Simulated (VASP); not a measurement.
# Ca2ZrN2 (P-3m1) in VASP: single point with r2SCAN

Aim: the single point of Ca2ZrN2 with r2SCAN.

Everything below comes from runs of VASP 6.6.1. Logs are shortened: lines on timing, memory, paths and dates and some standing lists are left out, and cuts for length are marked.

## (1) The crystal as given

Symmetry: P-3m1, No. 164, trigonal system. The conventional cell has a = 3.366 Å, b = 3.366 Å, c = 8.899 Å, α = 90.00°, β = 90.00°, γ = 120.00°. Ca (site symmetry 3m) has 3 N at 2.43 Å as nearest neighbours. Zr (site symmetry -3m) has 6 N at 2.31 Å as nearest neighbours. N (site symmetry 3m) is surrounded by 3 Zr at 2.31 Å and 3 Ca at 2.43 Å.

The cell was built by a generator and needn't be a form met in nature.

## (2) Single point, r2SCAN

Contents of INCAR:

```
SYSTEM = Ca2ZrN2
  PREC = Accurate
  ENCUT = 520
  EDIFF = 1E-6
  ISMEAR = 0
  SIGMA = 0.1
  LREAL = .FALSE.
  LASPH = .TRUE.
  NELM = 150
  ALGO = Normal
  ISIF = 2
  LWAVE = .FALSE.
  LCHARG = .FALSE.
  METAGGA = R2SCAN
  LMIXTAU = .TRUE.
  NBANDS = 29
  KPAR = 4
```

Contents of KPOINTS:

```
Automatic mesh
0
G
  10 10 4
  0 0 0
```

Contents of POSCAR:

```
Ca2ZrN2                                 
1.0
    3.3660847376      0.0000000000      0.0000000000
   -1.6830423688      2.9151148924      0.0000000000
    0.0000000000      0.0000000000      8.8990297728
  Ca              Zr              N             
     2     1     2
Direct
     0.6666666699999979    0.3333333300000021    0.3035721104415998
     0.3333333300000021    0.6666666699999979    0.6964278895584002
     0.0000000000000000    0.0000000000000000    0.0000000000000000
     0.6666666699999979    0.3333333300000021    0.8594681789655638
     0.3333333300000021    0.6666666699999979    0.1405318210344362
```

Potentials or basis: VASP PAW PBE potentials, release 64 (Ca_sv, Zr_sv, N).

Started as:

```
$ cat potpaw_PBE.64/Ca_sv/POTCAR potpaw_PBE.64/Zr_sv/POTCAR potpaw_PBE.64/N/POTCAR > POTCAR
$ mpirun -np 4 vasp_std > vasp.out
```

OUTCAR:

```text
SYSTEM = Ca2ZrN2
   PREC = Accurate
   ENCUT = 520
   EDIFF = 1E-6
   ISMEAR = 0
   LREAL = .FALSE.
   LASPH = .TRUE.
   NELM = 150
   ISIF = 2
   METAGGA = R2SCAN

 ion  position               nearest neighbor table
   1  0.667  0.333  0.304-   5 2.43   5 2.43   5 2.43   3 3.33   3 3.33   3 3.33
   2  0.333  0.667  0.696-   4 2.43   4 2.43   4 2.43   3 3.33   3 3.33   3 3.33
   3  0.000  0.000  0.000-   4 2.31   5 2.31   5 2.31   4 2.31   4 2.31   5 2.31   1 3.33   2 3.33
                             2 3.33   1 3.33   2 3.33   1 3.33
   4  0.667  0.333  0.859-   3 2.31   3 2.31   3 2.31   2 2.43   2 2.43   2 2.43
   5  0.333  0.667  0.141-   3 2.31   3 2.31   3 2.31   1 2.43   1 2.43   1 2.43

  LATTYP: Found a hexagonal cell.
 ALAT       =     3.3660847376
 C/A-ratio  =     2.6437331400

  Lattice vectors:

 A1 = (   3.3660847376,   0.0000000000,   0.0000000000)
 A2 = (  -1.6830423688,   2.9151148924,   0.0000000000)
 A3 = (   0.0000000000,   0.0000000000,   8.8990297728)

Analysis of symmetry for initial positions (statically):
=====================================================================
 Subroutine PRICEL returns:
 Original cell was already a primitive cell.

 Routine SETGRP: Setting up the symmetry group for a
 hexagonal supercell.

 Subroutine GETGRP returns: Found 12 space group operations
 (whereof 12 operations were pure point group operations)
 out of a pool of 24 trial point group operations.

The static configuration has the point symmetry D_3d.

Analysis of symmetry for dynamics (positions and initial velocities):
=====================================================================
 Subroutine PRICEL returns:
 Original cell was already a primitive cell.

 Routine SETGRP: Setting up the symmetry group for a
 hexagonal supercell.

 Subroutine GETGRP returns: Found 12 space group operations
 (whereof 12 operations were pure point group operations)
 out of a pool of 24 trial point group operations.

The dynamic configuration has the point symmetry D_3d.

 Subroutine INISYM returns: Found 12 space group operations
 (whereof 12 operations are pure point group operations),
 and found     1 'primitive' translations

----------------------------------------------------------------------------------------

                                     Primitive cell

  volume of cell :      87.3219

  direct lattice vectors                    reciprocal lattice vectors
     3.366084738  0.000000000  0.000000000     0.297081053  0.171519826  0.000000000
    -1.683042369  2.915114892  0.000000000     0.000000000  0.343039653  0.000000000
     0.000000000  0.000000000  8.899029773     0.000000000  0.000000000  0.112371801

  length of vectors
     3.366084738  3.366084736  8.899029773     0.343039652  0.343039653  0.112371801

  position of ions in fractional coordinates (direct lattice)
     0.666666670  0.333333330  0.303572110
     0.333333330  0.666666670  0.696427890
     0.000000000  0.000000000  0.000000000
     0.666666670  0.333333330  0.859468179
     0.333333330  0.666666670  0.140531821

  ion indices of the primitive-cell ions
   primitive index   ion index
                 1           1
                 2           2
                 3           3
                 4           4
                 5           5

----------------------------------------------------------------------------------------

 KPOINTS: Automatic mesh

Automatic generation of k-mesh.
 Grid dimensions read from file:
 generate k-points for:   10   10    4

 Generating k-lattice:

  Cartesian coordinates                     Fractional coordinates (reciprocal lattice)
     0.029708105  0.017151983  0.000000000     0.100000000  0.000000000  0.000000000
     0.000000000  0.034303965  0.000000000     0.000000000  0.100000000  0.000000000
     0.000000000  0.000000000  0.028092950     0.000000000  0.000000000  0.250000000

  Length of vectors
     0.034303965  0.034303965  0.028092950

  Shift w.r.t. Gamma in fractional coordinates (k-lattice)
     0.000000000  0.000000000  0.000000000

 Subroutine IBZKPT returns following result:
 ===========================================

 Found     50 irreducible k-points:

 Following reciprocal coordinates:
            Coordinates               Weight
  0.000000  0.000000  0.000000      1.000000
  0.100000 -0.000000  0.000000      6.000000
  0.200000 -0.000000  0.000000      6.000000
  0.300000 -0.000000  0.000000      6.000000
  0.400000 -0.000000  0.000000      6.000000
  0.500000 -0.000000  0.000000      3.000000
[... 16 lines left out ...]
  0.000000  0.400000  0.250000      6.000000
  0.500000 -0.000000  0.250000      6.000000
 [... further k-points ...]
   k-points           NKPTS =     50   k-points in BZ     NKDIM =     50   number of bands    NBANDS=     29
   number of dos      NEDOS =    301   number of ions     NIONS =      5
   total plane-waves  NPLWV =  54880
   dimension x,y,z NGX =    28 NGY =   28 NGZ =   70
   dimension x,y,z NGXF=    56 NGYF=   56 NGZF=  140
   ions per type =               2   1   2
   NGX,Y,Z   is equivalent  to a cutoff of  13.83, 13.83, 13.08 a.u.
   NGXF,Y,Z  is equivalent  to a cutoff of  27.66, 27.66, 26.15 a.u.
 SYSTEM =  Ca2ZrN2
   PREC   = accura    normal or accurate (medium, high low for compatibility)
   ISTART =      0    job   : 0-new  1-cont  2-samecut
   ICHARG =      2    charge: 1-file 2-atom 10-const
   ISPIN  =      1    spin polarized calculation?
   LNONCOLLINEAR =      F non collinear calculations
   LSORBIT =      F    spin-orbit coupling
   LASPH  =      T    aspherical Exc in radial PAW
   ENCUT  =  520.0 eV  38.22 Ry    6.18 a.u.   6.26  6.26 16.55*2*pi/ulx,y,z
   NELM   =    150;   NELMIN=  2; NELMDL= -5     # of ELM steps
   EDIFF  = 0.1E-05   stopping-criterion for ELM
   LREAL  =      F    real-space projection
   EDIFFG = 0.1E-04   stopping-criterion for IOM
   NSW    =      0    number of steps for IOM
   IBRION =     -1    ionic relax: 0-MD 1-quasi-New 2-CG
   NFREE  =      0    steps in history (QN), initial steepest desc. (CG)
   ISIF   =      2    stress and relaxation
   ISYM   =      2    0-nonsym 1-usesym 2-fastsym
   POTIM  = 0.5000    time-step for ionic-motion
   TEBEG  =    0.0;   TEEND  =   0.0 temperature during run
   PSTRESS=    0.0 pullay stress
   NELECT =      42.0000    total number of electrons
   NUPDOWN=      -1.0000    fix difference up-down
   EMIN   =  10.00;   EMAX   =-10.00  energy-range for DOS
   EFERMI =   0.00;   METHOD = LEGACY
   ISMEAR =     0;   SIGMA  =   0.10  broadening in eV -4-tet -1-fermi 0-gaus
   EFERMI_NEDOS =   21; number of points for ismear=-14 and -15
   IALGO  =     38    algorithm
   IMIX   =      4    mixing-type and parameters
     AMIX     =   0.40;   BMIX     =  1.00
     AMIX_MAG =   1.60;   BMIX_MAG =  1.00
  volume/ion in A,a.u.               =      17.46       117.86
  Fermi-wavevector in a.u.,A,eV,Ry     =   1.282676  2.423905 22.385073  1.645256
  Thomas-Fermi vector in A             =   2.414973
   LORBIT       =      0    0 simple, 1 ext, 2 COOP (PROOUT), +10 PAW based schemes
   METAGGA = R2SCAN    functional components
   LHFCALC =     F    Hartree Fock is set to
   AEXX    =    0.0000 exact exchange contribution
   IVDW    =     0    specifies the selected vdW correction
   LEPSILON=     F    determine dielectric tensor
   LRPA    =     F    only Hartree local field effects (RPA)
 non-spin polarized calculation
 Gauss-broadening in eV      SIGMA  =   0.10
  energy-cutoff  :      520.00
  volume of cell :       87.32
 maximum number of plane-waves:      2373
 NGX is ok and might be reduce to    28
   NGX = 13   NGY = 13   NGZ = 33

 number of electron      41.9999999 magnetization

 Free energy of the ion-electron system (eV)
  ---------------------------------------------------
  ext. energy  EPLUGINS =         0.00000000
  ---------------------------------------------------
  free energy    TOTEN  =       -61.96538034 eV

  energy without entropy =      -61.95898452  energy(sigma->0) =      -61.96218243

 E-fermi :   6.0591     XC(G=0): -10.7858

 val. band max:        6.0430163936   @ k =   0.3000   0.1000   0.0000
 cond. band min:       6.0818405500   @ k =   0.0000   0.3000   0.2500
 fundamental gap:      0.0388241563
 Fermi energy:         6.0590698499

 k-point     1 :       0.0000    0.0000    0.0000
  band No.  band energies     occupation
      1     -45.1979      2.00000
      2     -36.5386      2.00000
      3     -36.5331      2.00000
      4     -22.6919      2.00000
      5     -22.2713      2.00000
      6     -22.2713      2.00000
[... 21 lines left out ...]
     28       9.8382      0.00000
     29      10.1769      0.00000

 k-point     2 :       0.1000   -0.0000    0.0000
  band No.  band energies     occupation
      1     -45.1922      2.00000
      2     -36.5320      2.00000
      3     -36.5268      2.00000
      4     -22.6772      2.00000
      5     -22.3341      2.00000
      6     -22.2837      2.00000
[... 21 lines left out ...]
     28       9.9394      0.00000
     29      10.2802      0.00000

 k-point     3 :       0.2000   -0.0000    0.0000
  band No.  band energies     occupation
      1     -45.1772      2.00000
      2     -36.5147      2.00000
      3     -36.5102      2.00000
      4     -22.6389      2.00000
      5     -22.4939      2.00000
      6     -22.3161      2.00000
[... 21 lines left out ...]
     28      10.2215      0.00000
     29      10.6224      0.00000

 k-point     4 :       0.3000   -0.0000    0.0000
  band No.  band energies     occupation
      1     -45.1586      2.00000
      2     -36.4932      2.00000
      3     -36.4896      2.00000
      4     -22.6899      2.00000
      5     -22.5852      2.00000
      6     -22.3557      2.00000
[... 597 lines left out ...]
     28      10.6085      0.00000
     29      11.1055      0.00000

 k-point    23 :       0.0000    0.4000    0.2500
  band No.  band energies     occupation
      1     -45.1436      2.00000
      2     -36.4756      2.00000
      3     -36.4729      2.00000
      4     -22.8380      2.00000
      5     -22.5463      2.00000
      6     -22.3876      2.00000
[... 21 lines left out ...]
     28      10.6790      0.00000
     29      10.9609      0.00000

 k-point    24 :       0.5000   -0.0000    0.2500
  band No.  band energies     occupation
      1     -45.1378      2.00000
      2     -36.4687      2.00000
      3     -36.4668      2.00000
      4     -22.8939      2.00000
      5     -22.5309      2.00000
      6     -22.3996      2.00000
[... 21 lines left out ...]
     28      10.8459      0.00000
     29      10.9225      0.00000

 [... further k-points ...]
[... 5 lines left out ...]
  --------------------------------------------------------------------------------------
  -------------------------------------------------------------------------------------
  Total       -0.3474329     -0.3474329     -0.2135267      0.0000000     -0.0000000      0.0000000
  in kB       -6.3746755     -6.3746755     -3.9177741      0.0000000     -0.0000000      0.0000000
  external PRESSURE =      -5.5557084 kB  Pullay stress =       0.0000000 kB

 VOLUME and BASIS-vectors are now :
 -----------------------------------------------------------------------------
  energy-cutoff  :      520.00
  volume of cell :       87.32
      direct lattice vectors                 reciprocal lattice vectors
     3.366084738  0.000000000  0.000000000     0.297081053  0.171519826  0.000000000
    -1.683042369  2.915114892  0.000000000     0.000000000  0.343039653  0.000000000
     0.000000000  0.000000000  8.899029773     0.000000000  0.000000000  0.112371801

 POSITION                                       TOTAL-FORCE (eV/Angst)
 -----------------------------------------------------------------------------------
      1.68304      0.97170      2.70150         0.000000      0.000000      0.034276
     -0.00000      1.94341      6.19753         0.000000      0.000000     -0.034276
      0.00000      0.00000      0.00000        -0.000000      0.000000      0.000000
      1.68304      0.97170      7.64843        -0.000000      0.000000      0.149223
     -0.00000      1.94341      1.25060        -0.000000     -0.000000     -0.149223
 -----------------------------------------------------------------------------------
    total drift:                                0.000000      0.000000     -0.000000

  FREE ENERGIE OF THE ION-ELECTRON SYSTEM (eV)
  ---------------------------------------------------
  free  energy   TOTEN  =       -61.9653803375 eV

  energy  without entropy=      -61.9589845152  energy(sigma->0) =      -61.96218243
```

It took 99 s on 4 MPI ranks of Intel Xeon 6975P-C (Granite Rapids), shared host; peak memory 0.32 GiB.

Results:

```yaml
Free_energy: -61.9654 eV
Pressure: -0.6 GPa
Largest_force: 0.149 eV/Å
Band_gap_on_the_k_mesh: none (metal or under the smearing width)
```

Forces on the atoms (eV/Å):
```
Ca   0.000  0.000  0.034
Ca   0.000  0.000 -0.034
Zr   0.000  0.000  0.000
N    0.000  0.000  0.149
N    0.000  0.000 -0.149
```

Stress tensor (GPa, compression positive):
```
-0.64  0.00  0.00
 0.00 -0.64  0.00
 0.00  0.00 -0.39
```

Caveat: the PAW data sets were made with another functional, which shifts forces and pressure a little.
